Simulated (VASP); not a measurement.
# TiSi2: structure and properties in VASP, part 4 of 6

What structure does TiSi2 take at this level, and what are its properties? The start is a computed cell from the Materials Project.

VASP 6.6.1; PBE with D3; plane waves and PAW (Ti_sv, Si).

Still holding for the runs below: The k-mesh is coarse for a metal.

So far. Step 5 (Bands along the symmetry lines (PBE + D3)): Of the bands kept, 4 cross the Fermi level on this path. Step 6 (Total and projected DOS (PBE + D3)): The finer mesh and the other smearing move the Fermi level by -0.10 eV from the 6×6×6 run, one measure of the sampling error in the zero of the bands above. Of the states within 0.3 eV of the Fermi level, the largest shares in the PAW spheres are Ti d 51 % and Si p 10 %. The rest lies in smaller channels or between the spheres.

**7. Field gradients at the nuclei (PBE + D3)**

Field gradients probe how far the charge around each nucleus departs from cubic symmetry; LASPH keeps the non-spherical terms inside the spheres.

INCAR reads:

```
SYSTEM = TiSi2
PREC = Accurate
ENCUT = 400
EDIFF = 1E-07
NELM = 100
ISMEAR = 0
SIGMA = 0.05
LREAL = .FALSE.
ALGO = Normal
GGA = PE
IVDW = 11
NBANDS = 26
LORBIT = 11
LWAVE = .FALSE.
LCHARG = .FALSE.
KPAR = 2
LEFG = .TRUE.
LASPH = .TRUE.
```

POSCAR reads:

```
TiSi2
1.0
    0.0000000000      4.0815558626      4.2271379843
    2.3741143990      0.0000000000      4.2271379843
    2.3741143990      4.0815558626      0.0000000000
Ti Si
2 4
Direct
    0.7500000000      0.7500000000      0.7500000000
    0.5000000000      0.5000000000      0.5000000000
    0.4137701645      0.0862298355      0.4137701645
    0.0862298355      0.4137701645      0.0862298355
    0.1637701645      0.8362298355      0.1637701645
    0.8362298355      0.1637701645      0.8362298355
```

KPOINTS reads:

```
Automatic mesh
0
Gamma
6 6 6
0 0 0
```

Potentials, in the order of the species: Ti_sv and Si (PBE family, release 64).

The run is started by

```
> mpirun -np 2 vasp_std
```

The program printed:

```text
[... set-up lines as in an earlier step ...]
 entering main loop
       N       E                     dE             d eps       ncg     rms          rms(c)
[... 1 cycle as in an earlier step ...]
DAV:   2     0.512055801566E+00   -0.34865E+03   -0.34269E+03  2408   0.419E+02
[... 1 cycle as in an earlier step ...]
DAV:   4    -0.439784650993E+02   -0.28580E+01   -0.28470E+01  3248   0.295E+01
DAV:   5    -0.441561893927E+02   -0.17772E+00   -0.17769E+00  3780   0.644E+00    0.192E+01
DAV:   6    -0.412298685182E+02    0.29263E+01   -0.37171E+01  3412   0.445E+01    0.687E+00
DAV:   7    -0.407275602822E+02    0.50231E+00   -0.69309E+00  3192   0.193E+01    0.523E+00
DAV:   8    -0.406686316360E+02    0.58929E-01   -0.68260E-01  3348   0.663E+00    0.106E+00
DAV:   9    -0.406614584718E+02    0.71732E-02   -0.11445E-01  3412   0.284E+00    0.495E-01
DAV:  10    -0.406620675402E+02   -0.60907E-03   -0.37242E-03  3168   0.489E-01    0.178E-01
DAV:  11    -0.406620443029E+02    0.23237E-04   -0.21720E-03  3800   0.348E-01    0.111E-01
DAV:  12    -0.406620177306E+02    0.26572E-04   -0.49724E-04  3406   0.174E-01    0.141E-02
DAV:  13    -0.406620150847E+02    0.26460E-05   -0.26715E-05  3308   0.464E-02    0.128E-02
DAV:  14    -0.406620141426E+02    0.94208E-06   -0.19097E-06  3166   0.115E-02    0.241E-03
DAV:  15    -0.406620139472E+02    0.19539E-06   -0.72608E-07  2950   0.602E-03    0.817E-04
DAV:  16    -0.406620140168E+02   -0.69624E-07   -0.44553E-08  1788   0.195E-03
ion   1
     0.0000000     0.0000000     0.0000000     1.6229454     0.0000000     2.1701429
     0.0000422     0.0000000     0.0000000     1.6229454     0.0000000     2.1701429
     0.0000581     0.0000000     0.0000000     1.6229454     0.0000000     2.1701429
     0.0000800     0.0000000     0.0000000     1.6229454     0.0000000     2.1701429
     0.0001102     0.0000000     0.0000000     1.6229454     0.0000000     2.1701429

     0.0000000     0.0000000     0.0000000     6.6681622     0.0000000     7.4539727
     0.0000422     0.0000000     0.0000000     6.6681377     0.0000000     7.4539613
     0.0000581     0.0000000     0.0000000     6.6681240     0.0000000     7.4539553
     0.0000800     0.0000000     0.0000000     6.6681019     0.0000000     7.4539461
     0.0001102     0.0000000     0.0000000     6.6680665     0.0000000     7.4539317

ion   2
     0.0000000     0.0000000     0.0000000     1.6229454     0.0000000     2.1701429
     0.0000422     0.0000000     0.0000000     1.6229454     0.0000000     2.1701429
     0.0000581     0.0000000     0.0000000     1.6229454     0.0000000     2.1701429
     0.0000800     0.0000000     0.0000000     1.6229454     0.0000000     2.1701429
     0.0001102     0.0000000     0.0000000     1.6229454     0.0000000     2.1701429

     0.0000000     0.0000000     0.0000000     6.6681622     0.0000000     7.4539727
     0.0000422     0.0000000     0.0000000     6.6681377     0.0000000     7.4539613
     0.0000581     0.0000000     0.0000000     6.6681240     0.0000000     7.4539553
     0.0000800     0.0000000     0.0000000     6.6681019     0.0000000     7.4539461
     0.0001102     0.0000000     0.0000000     6.6680665     0.0000000     7.4539317

ion   3
     0.0000000    -0.0000000     0.0000000     0.8359548     1.1997831     0.5356526
     0.0000353    -0.0000000     0.0000000     0.8359548     1.1997831     0.5356526
     0.0000487    -0.0000000     0.0000000     0.8359548     1.1997831     0.5356526
     0.0000670    -0.0000000     0.0000000     0.8359548     1.1997831     0.5356526
     0.0000923    -0.0000000     0.0000000     0.8359548     1.1997831     0.5356526

     0.0000000    -0.0000000     0.0000000    10.2629341    23.8329220     6.4254139
     0.0000353    -0.0000000     0.0000000    10.2629166    23.8328798     6.4254030
     0.0000487    -0.0000000     0.0000000    10.2629058    23.8328537     6.4253963
     0.0000670    -0.0000000     0.0000000    10.2628878    23.8328101     6.4253851
     0.0000923    -0.0000000     0.0000000    10.2628580    23.8327381     6.4253665

ion   4
     0.0000000    -0.0000000     0.0000000     0.8359548    -1.1997831     0.5356526
     0.0000353    -0.0000000     0.0000000     0.8359548    -1.1997831     0.5356526
     0.0000487    -0.0000000     0.0000000     0.8359548    -1.1997831     0.5356526
     0.0000670    -0.0000000     0.0000000     0.8359548    -1.1997831     0.5356526
     0.0000923    -0.0000000     0.0000000     0.8359548    -1.1997831     0.5356526

     0.0000000    -0.0000000     0.0000000    10.2629341   -23.8329220     6.4254139
     0.0000353    -0.0000000     0.0000000    10.2629166   -23.8328798     6.4254030
     0.0000487    -0.0000000     0.0000000    10.2629058   -23.8328537     6.4253963
     0.0000670    -0.0000000     0.0000000    10.2628878   -23.8328101     6.4253851
     0.0000923    -0.0000000     0.0000000    10.2628580   -23.8327381     6.4253665

ion   5
     0.0000000    -0.0000000     0.0000000     0.8359548    -1.1997831     0.5356526
     0.0000353    -0.0000000     0.0000000     0.8359548    -1.1997831     0.5356526
     0.0000487    -0.0000000     0.0000000     0.8359548    -1.1997831     0.5356526
     0.0000670    -0.0000000     0.0000000     0.8359548    -1.1997831     0.5356526
     0.0000923    -0.0000000     0.0000000     0.8359548    -1.1997831     0.5356526

     0.0000000    -0.0000000     0.0000000    10.2629341   -23.8329220     6.4254139
     0.0000353    -0.0000000     0.0000000    10.2629166   -23.8328798     6.4254030
     0.0000487    -0.0000000     0.0000000    10.2629058   -23.8328537     6.4253963
     0.0000670    -0.0000000     0.0000000    10.2628878   -23.8328101     6.4253851
     0.0000923    -0.0000000     0.0000000    10.2628580   -23.8327381     6.4253665

ion   6
     0.0000000    -0.0000000     0.0000000     0.8359548     1.1997831     0.5356526
     0.0000353    -0.0000000     0.0000000     0.8359548     1.1997831     0.5356526
     0.0000487    -0.0000000     0.0000000     0.8359548     1.1997831     0.5356526
     0.0000670    -0.0000000     0.0000000     0.8359548     1.1997831     0.5356526
     0.0000923    -0.0000000     0.0000000     0.8359548     1.1997831     0.5356526

     0.0000000    -0.0000000     0.0000000    10.2629341    23.8329220     6.4254139
     0.0000353    -0.0000000     0.0000000    10.2629166    23.8328798     6.4254030
     0.0000487    -0.0000000     0.0000000    10.2629058    23.8328537     6.4253963
     0.0000670    -0.0000000     0.0000000    10.2628878    23.8328101     6.4253851
     0.0000923    -0.0000000     0.0000000    10.2628580    23.8327381     6.4253665

   1 F= -.42804242E+02 E0= -.42802975E+02  d E =-.253340E-02
```

Wall time 51 s (2 MPI ranks of Intel Xeon Platinum 8488C (Sapphire Rapids), shared host); peak memory 0.43 GiB.

From OUTCAR (step 7):

```text
   NELECT =      40.0000    total number of electrons

 E-fermi :  10.5490

 k-point     1 :       0.0000    0.0000    0.0000
  band No.  band energies     occupation
    ...
     17       8.1724      2.00000
     18       8.4198      2.00000
     19       8.6911      2.00000
     20       9.0769      2.00000
     21       9.5318      2.00000
     22      12.6065      0.00000
     23      13.6947      0.00000
     24      13.9910      0.00000
     25      14.0008      0.00000
     26      14.2731      0.00000

 Edisp (eV)   -2.14223

  Total      -0.00525    -0.00349    -0.00466     0.00000     0.00000     0.00000
  in kB      -0.10267    -0.06821    -0.09122     0.00000     0.00000     0.00000
  external pressure =       -0.09 kB  Pullay stress =        0.00 kB

 POSITION                                       TOTAL-FORCE (eV/Angst)
 -----------------------------------------------------------------------------------
      3.56117      6.12233      6.34071         0.000000      0.000000      0.000000
      2.37411      4.08156      4.22714        -0.000000      0.000000     -0.000000
      1.18706      3.37765      2.11357        -0.000000      0.000095     -0.000000
      1.18706      0.70390      2.11357        -0.000000     -0.000095     -0.000000
      2.37411      1.33687      4.22714         0.000000      0.000095      0.000000
      2.37411      6.82624      4.22714         0.000000     -0.000095      0.000000
 -----------------------------------------------------------------------------------
    total drift:                               -0.000000     -0.000000      0.000000

  FREE ENERGIE OF THE ION-ELECTRON SYSTEM (eV)
  ---------------------------------------------------
  free  energy   TOTEN  =       -42.8042418249 eV

  energy  without entropy=      -42.8017084251  energy(sigma->0) =      -42.80297513

 Electric field gradients after diagonalization (V/A^2)
 (convention: |V_zz| > |V_xx| > |V_yy|)
----------------------------------------------------------------------
 ion       V_xx      V_yy      V_zz     asymmetry (V_yy - V_xx)/ V_zz
----------------------------------------------------------------------
   1      -7.113    -3.730    10.843       0.312
   2      -7.113    -3.730    10.843       0.312
   3      20.202    13.819   -34.021       0.188
   4      20.201    13.819   -34.021       0.188
   5      20.201    13.819   -34.021       0.188
   6      20.202    13.819   -34.021       0.188
----------------------------------------------------------------------

[... 10 parts as in an earlier step ...]

[... 7 further parts left out ...]
```

Numbers from this step:

| Property | Result |
| --- | --- |
| SCF cycles | 16 |
| bands | 26 |
| irreducible k-points | 46 |
| free energy (TOTEN) | -42.80 eV |
| Fermi energy | 10.55 eV |
| pressure | -0.008737 GPa |

Electric field gradients, by row:

| atom | Vxx (V/Å²) | Vyy (V/Å²) | Vzz (V/Å²) | asymmetry |
| --- | --- | --- | --- | --- |
| Ti1 | -7.113 | -3.73 | 10.84 | 0.312 |
| Ti2 | -7.113 | -3.73 | 10.84 | 0.312 |
| Si3 | 20.2 | 13.82 | -34.02 | 0.188 |
| Si4 | 20.2 | 13.82 | -34.02 | 0.188 |
| Si5 | 20.2 | 13.82 | -34.02 | 0.188 |
| Si6 | 20.2 | 13.82 | -34.02 | 0.188 |

The largest gradient, -34.02 V/Å², sits on Si3 and like sites; the stable nuclei of Si have no quadrupole moment in their ground state, so NMR and NQR don't see it.

**8. Volume scan with PBE + D3**

An equation of state needs energies on both sides of the minimum, all on one mesh and cutoff.

Edit INCAR of step 7 so:

```diff
@@ -3,3 +3,3 @@
 ENCUT = 400
-EDIFF = 1E-07
+EDIFF = 1E-06
 NELM = 100
@@ -16,3 +16,2 @@
 KPAR = 2
-LEFG = .TRUE.
-LASPH = .TRUE.
+ISIF = 2
```

Edit POSCAR of step 7 so:

```diff
@@ -2,5 +2,5 @@
 1.0
-    0.0000000000      4.0815558626      4.2271379843
-    2.3741143990      0.0000000000      4.2271379843
-    2.3741143990      4.0815558626      0.0000000000
+    0.0000000000      3.9982354249      4.1408456490
+    2.3256494858      0.0000000000      4.1408456490
+    2.3256494858      3.9982354249      0.0000000000
 Ti Si
```

KPOINTS is that of step 7.

The run is started by

```
> mpirun -np 2 vasp_std
```

The program printed:

```text
[... set-up lines as in an earlier step ...]
 entering main loop
       N       E                     dE             d eps       ncg     rms          rms(c)
DAV:   1     0.354763147933E+03    0.35476E+03   -0.16541E+04  2392   0.139E+03
DAV:   2     0.219784296502E+01   -0.35257E+03   -0.34609E+03  2404   0.426E+02
DAV:   3    -0.406341316293E+02   -0.42832E+02   -0.42053E+02  4230   0.124E+02
DAV:   4    -0.433755402858E+02   -0.27414E+01   -0.27314E+01  3240   0.295E+01
DAV:   5    -0.435359072659E+02   -0.16037E+00   -0.16034E+00  3786   0.624E+00    0.210E+01
DAV:   6    -0.407267452882E+02    0.28092E+01   -0.31836E+01  3390   0.435E+01    0.711E+00
DAV:   7    -0.403634534562E+02    0.36329E+00   -0.52300E+00  3162   0.176E+01    0.580E+00
DAV:   8    -0.403134988236E+02    0.49955E-01   -0.51543E-01  3418   0.596E+00    0.959E-01
DAV:   9    -0.403105083907E+02    0.29904E-02   -0.81355E-02  3298   0.242E+00    0.517E-01
DAV:  10    -0.403112960926E+02   -0.78770E-03   -0.30565E-03  3214   0.443E-01    0.199E-01
DAV:  11    -0.403113268635E+02   -0.30771E-04   -0.16336E-03  3774   0.319E-01    0.112E-01
DAV:  12    -0.403113093939E+02    0.17470E-04   -0.41522E-04  3346   0.168E-01    0.179E-02
DAV:  13    -0.403113060640E+02    0.33299E-05   -0.28404E-05  3200   0.499E-02    0.126E-02
DAV:  14    -0.403113051670E+02    0.89699E-06   -0.17779E-06  2378   0.116E-02
   1 F= -.42630882E+02 E0= -.42629742E+02  d E =-.227843E-02
```

Elapsed: 47 s, on 2 MPI ranks; peak memory 0.41 GiB.

From OUTCAR (step 8):

```text
   ENCUT  =  400.0 eV  29.40 Ry    5.42 a.u.   9.39  7.74  7.54*2*pi/ulx,y,z

   NELECT =      40.0000    total number of electrons

 E-fermi :  11.3227

 k-point     1 :       0.0000    0.0000    0.0000
  band No.  band energies     occupation
    ...
     17       8.8288      2.00000
     18       9.1895      2.00000
     19       9.4483      2.00000
     20       9.8228      2.00000
     21      10.2271      2.00000
     22      13.5532      0.00000
     23      14.7057      0.00000
     24      15.0064      0.00000
     25      15.1412      0.00000
     26      15.2055      0.00000

 Edisp (eV)   -2.31958

  Total       5.24837     4.57200     6.27828     0.00000     0.00000     0.00000
  in kB     109.19518    95.12296   130.62302     0.00000     0.00000     0.00000
  external pressure =      111.65 kB  Pullay stress =        0.00 kB

 POSITION                                       TOTAL-FORCE (eV/Angst)
 -----------------------------------------------------------------------------------
      3.48847      5.99735      6.21127         0.000000     -0.000000      0.000000
      2.32565      3.99824      4.14085        -0.000000      0.000000     -0.000000
      1.16282      3.30870      2.07042         0.000000      0.032185     -0.000000
      1.16282      0.68953      2.07042         0.000000     -0.032185     -0.000000
      2.32565      1.30958      4.14085        -0.000000      0.032185      0.000000
      2.32565      6.68689      4.14085        -0.000000     -0.032185      0.000000
 -----------------------------------------------------------------------------------
    total drift:                               -0.000000     -0.000000      0.000000

  FREE ENERGIE OF THE ION-ELECTRON SYSTEM (eV)
  ---------------------------------------------------
  free  energy   TOTEN  =       -42.6308815706 eV

  energy  without entropy=      -42.6286031365  energy(sigma->0) =      -42.62974235

[... 3 parts as in an earlier step ...]

[... 13 further parts left out ...]
```

The scan keeps the cell's shape and the fractional positions fixed.

Numbers from this step:

| Property | Result |
| --- | --- |
| SCF cycles | 14 |
| free energy (TOTEN) | -42.63 eV |
| energy at zero smearing | -42.63 eV |
| Fermi energy | 11.32 eV |
| pressure | 11.16 GPa |

The pressure here is 11.16 GPa.

**9. Volume scan with PBE + D3 (run 2)**

INCAR is that of step 8.

Edit POSCAR of step 8 so:

```diff
@@ -2,5 +2,5 @@
 1.0
-    0.0000000000      3.9982354249      4.1408456490
-    2.3256494858      0.0000000000      4.1408456490
-    2.3256494858      3.9982354249      0.0000000000
+    0.0000000000      4.0263929402      4.1700074947
+    2.3420278387      0.0000000000      4.1700074947
+    2.3420278387      4.0263929402      0.0000000000
 Ti Si
```

KPOINTS is that of step 8.

The run is started by

```
> mpirun -np 2 vasp_std
```

The program printed:

```text
[... set-up lines as in an earlier step ...]
 entering main loop
       N       E                     dE             d eps       ncg     rms          rms(c)
DAV:   1     0.351262970755E+03    0.35126E+03   -0.16672E+04  2392   0.139E+03
DAV:   2     0.126097185549E+01   -0.35000E+03   -0.34357E+03  2406   0.423E+02
DAV:   3    -0.408171889982E+02   -0.42078E+02   -0.41492E+02  4254   0.124E+02
DAV:   4    -0.436125373638E+02   -0.27953E+01   -0.27872E+01  3248   0.296E+01
DAV:   5    -0.437838209532E+02   -0.17128E+00   -0.17125E+00  3802   0.634E+00    0.204E+01
DAV:   6    -0.409325364687E+02    0.28513E+01   -0.33496E+01  3380   0.438E+01    0.697E+00
DAV:   7    -0.405258133255E+02    0.40672E+00   -0.57589E+00  3158   0.181E+01    0.561E+00
DAV:   8    -0.404724618683E+02    0.53351E-01   -0.56811E-01  3376   0.619E+00    0.996E-01
DAV:   9    -0.404682581706E+02    0.42037E-02   -0.90354E-02  3338   0.254E+00    0.510E-01
DAV:  10    -0.404690469900E+02   -0.78882E-03   -0.33137E-03  3168   0.464E-01    0.202E-01
DAV:  11    -0.404690468634E+02    0.12660E-06   -0.20859E-03  3694   0.358E-01    0.115E-01
DAV:  12    -0.404690209587E+02    0.25905E-04   -0.53291E-04  3410   0.187E-01    0.186E-02
DAV:  13    -0.404690174919E+02    0.34668E-05   -0.34672E-05  3280   0.537E-02    0.133E-02
DAV:  14    -0.404690165368E+02    0.95501E-06   -0.19585E-06  2504   0.119E-02
   1 F= -.42727524E+02 E0= -.42726348E+02  d E =-.235221E-02
```

The job ended after 44 s (2 MPI ranks; peak memory 0.41 GiB).

Parts of OUTCAR (step 9):

```text
   ENCUT  =  400.0 eV  29.40 Ry    5.42 a.u.   9.45  7.80  7.60*2*pi/ulx,y,z

   NELECT =      40.0000    total number of electrons

 E-fermi :  11.0559

 k-point     1 :       0.0000    0.0000    0.0000
  band No.  band energies     occupation
    ...
     17       8.6019      2.00000
     18       8.9219      2.00000
     19       9.1852      2.00000
     20       9.5640      2.00000
     21       9.9876      2.00000
     22      13.2263      0.00000
     23      14.3588      0.00000
     24      14.6592      0.00000
     25      14.7968      0.00000
     26      14.8531      0.00000

 Edisp (eV)   -2.25851

  Total       3.37260     2.94113     4.04543     0.00000     0.00000     0.00000
  in kB      68.70698    59.91704    82.41382     0.00000     0.00000     0.00000
  external pressure =       70.35 kB  Pullay stress =        0.00 kB

 POSITION                                       TOTAL-FORCE (eV/Angst)
 -----------------------------------------------------------------------------------
      3.51304      6.03959      6.25501        -0.000000     -0.000000      0.000000
      2.34203      4.02639      4.17001         0.000000     -0.000000     -0.000000
      1.17101      3.33200      2.08500        -0.000000      0.020103     -0.000000
      1.17101      0.69439      2.08500        -0.000000     -0.020103     -0.000000
      2.34203      1.31881      4.17001         0.000000      0.020103      0.000000
      2.34203      6.73398      4.17001         0.000000     -0.020103      0.000000
 -----------------------------------------------------------------------------------
    total drift:                               -0.000000     -0.000000      0.000000

  FREE ENERGIE OF THE ION-ELECTRON SYSTEM (eV)
  ---------------------------------------------------
  free  energy   TOTEN  =       -42.7275238897 eV

  energy  without entropy=      -42.7251716752  energy(sigma->0) =      -42.72634778

[... 4 parts as in an earlier step ...]

[... 12 further parts left out ...]
```

Numbers from this step:

| Item | Value |
| --- | --- |
| free energy (TOTEN) | -42.73 eV |
| energy at zero smearing | -42.73 eV |
| Fermi energy | 11.06 eV |
| pressure | 7.035 GPa |

The pressure falls from 11.16 to 7.03 GPa.

The run ends at a pressure of 7.03 GPa, with forces up to 0.020 eV/Å.

(Part 4 of 6 ends here.)

[Lines on the potential files, build, host, timing and source positions are cut from VASP's logs without a mark.]

[Logs are printed without paths, hosts, clocks, repeated set-up lines and the standing remarks that a program may print on its own settings, such as how far it seeks lower states.]

[Hosts, paths, dates, database ids (printed as entryN), source tags and the programs' standing remarks are cut or masked in the printed files.]

[A measured line is paired with the nearest computed mode of its activity, which favours agreement.]

[In band tables of VASP the shares of atoms and orbitals are scaled to a sum of 1 inside the atoms' spheres.]
